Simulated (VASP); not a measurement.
Calculation: PBE GGA, VASP's PBE PAW potentials (set 64) (plane waves; VASP).

VASP input:

File POSCAR:
```
LaN
1
    3.1422690000    -2.2963250000     0.0000000000
    3.1422690000     2.2963250000     0.0000000000
   -1.1405290000     0.0000000000     6.7864240000
La N
2 2
Direct
  0.0000000000   0.5000000000   0.0000000000
  0.5000000000   0.0000000000   0.5000000000
  0.5816000000   0.4184000000   0.2500000000
  0.4184000000   0.5816000000   0.7500000000
```

INCAR:
```
# general
SYSTEM  =LaN
PREC    =Accurate
ENCUT   =520
LREAL   =.False.
LASPH   =.True.
KSPACING=0.25
KGAMMA  =.True.

# electronic loop
EDIFF   =1E-6
NELM    =100
ALGO    =Normal
LMAXMIX =6

# smearing
ISMEAR  =0
SIGMA   =0.05

# functional
GGA     =PE

# ions
ISIF    =2

# output
LWAVE   =.False.
LCHARG  =.False.
```

POTCAR, in this order: La N (PBE.64 set). Program: vasp_std.

The run wrote:

File OUTCAR:
```
 ion  position               nearest neighbor table
   1  0.000  0.500  0.000-   3 2.62   4 2.62   4 2.63   3 2.63
   2  0.500  0.000  0.500-   4 2.62   3 2.62   4 2.63   3 2.63
   3  0.582  0.418  0.250-   2 2.62   1 2.62   2 2.63   1 2.63
   4  0.418  0.582  0.750-   1 2.62   2 2.62   2 2.63   1 2.63
  LATTYP: Found a base centered monoclinic cell.
 ALAT       =     6.2845380000
 B/A-ratio  =     0.7307856202
 C/A-ratio  =     1.0950042048
 COS(beta)  =    -0.1657361282
 Subroutine PRICEL returns:
 Original cell was already a primitive cell.
 Subroutine GETGRP returns: Found  4 space group operations
The static configuration has the point symmetry S_2 .
 The point group associated with its full space group is C_2h.
The dynamic configuration has the point symmetry S_2 .
 Subroutine INISYM returns: Found  4 space group operations
 Subroutine IBZKPT returns following result:
 Found     60 irreducible k-points:

 Following reciprocal coordinates:
            Coordinates               Weight
  0.000000  0.000000  0.000000      1.000000
  0.142857  0.000000 -0.000000      4.000000
  0.285714  0.000000  0.000000      4.000000
...
```

File OSZICAR:
```
       N       E                     dE             d eps       ncg     rms          rms(c)
DAV:   1     0.373418664931E+03    0.37342E+03   -0.12187E+04  2408   0.223E+03
DAV:   2     0.500951414218E+02   -0.32332E+03   -0.31796E+03  3928   0.379E+02
DAV:   3    -0.279037784591E+02   -0.77999E+02   -0.77144E+02  4060   0.212E+02
DAV:   4    -0.355206208630E+02   -0.76168E+01   -0.73887E+01  4312   0.559E+01
DAV:   5    -0.362184492452E+02   -0.69783E+00   -0.69528E+00  4352   0.205E+01    0.138E+01
DAV:   6    -0.311916394036E+02    0.50268E+01   -0.80319E+01  3944   0.467E+01    0.101E+01
DAV:   7    -0.298353667494E+02    0.13563E+01   -0.17975E+01  3916   0.416E+01    0.338E+00
DAV:   8    -0.298013955341E+02    0.33971E-01   -0.73296E-01  4368   0.867E+00    0.168E+00
DAV:   9    -0.297822396814E+02    0.19156E-01   -0.19613E-01  4652   0.401E+00    0.461E-01
DAV:  10    -0.297815793910E+02    0.66029E-03   -0.37427E-02  4448   0.156E+00    0.204E-01
DAV:  11    -0.297820191847E+02   -0.43979E-03   -0.26408E-03  4272   0.456E-01    0.102E-01
DAV:  12    -0.297820474021E+02   -0.28217E-04   -0.44291E-04  4608   0.184E-01    0.223E-02
DAV:  13    -0.297820458245E+02    0.15776E-05   -0.10364E-04  4072   0.115E-01    0.809E-03
DAV:  14    -0.297820479728E+02   -0.21483E-05   -0.22627E-05  3320   0.268E-02    0.617E-03
DAV:  15    -0.297820479149E+02    0.57857E-07   -0.73668E-06  2880   0.319E-02
   1 F= -.29782048E+02 E0= -.29782047E+02  d E =-.171431E-05
```

**OUTCAR**
```
------------------------ aborting loop because EDIFF is reached ----------------------------------------
  FORCE on cell =-STRESS in cart. coord.  units (eV):
  Direction    XX          YY          ZZ          XY          YZ          ZX
  --------------------------------------------------------------------------------------
  Total       -5.0702059     -8.5177452     -8.5856226      0.0000000      0.0000000      0.7390197
  in kB      -82.9446685   -139.3437596   -140.4541828      0.0000000      0.0000000     12.0897931
  external PRESSURE =    -120.9142036 kB  Pullay stress =       0.0000000 kB
  volume of cell :       97.94
      direct lattice vectors                 reciprocal lattice vectors
     3.142269000 -2.296325000  0.000000000     0.159120686 -0.217739214  0.026741883
     3.142269000  2.296325000  0.000000000     0.159120686  0.217739214  0.026741883
    -1.140529000  0.000000000  6.786424000     0.000000000  0.000000000  0.147353009
 POSITION                                       TOTAL-FORCE (eV/Angst)
 -----------------------------------------------------------------------------------
      1.57113      1.14816      0.00000         0.000000      0.000000      0.000000
      1.00087     -1.14816      3.39321         0.000000      0.000000      0.000000
      2.85714     -0.37476      1.69661        -0.000000     -0.182837     -0.000000
      2.28687      0.37476      5.08982        -0.000000      0.182837      0.000000
 -----------------------------------------------------------------------------------
    total drift:                                0.000000     -0.000000      0.000000
  FREE ENERGIE OF THE ION-ELECTRON SYSTEM (eV)
  ---------------------------------------------------
  free  energy   TOTEN  =       -29.7820479149 eV

  energy  without entropy=      -29.7820462006  energy(sigma->0) =      -29.78204706
```
(Selected blocks of OUTCAR.)

The structure was generated: LaN was put into the tenorite type (C2/c), which need not be its known phase. The cell was not relaxed at this level. The run is one of a series of settings (KGAMMA = .TRUE., KSPACING = 0.25, KPOINTS file removed against the base run), some of them coarse on purpose.
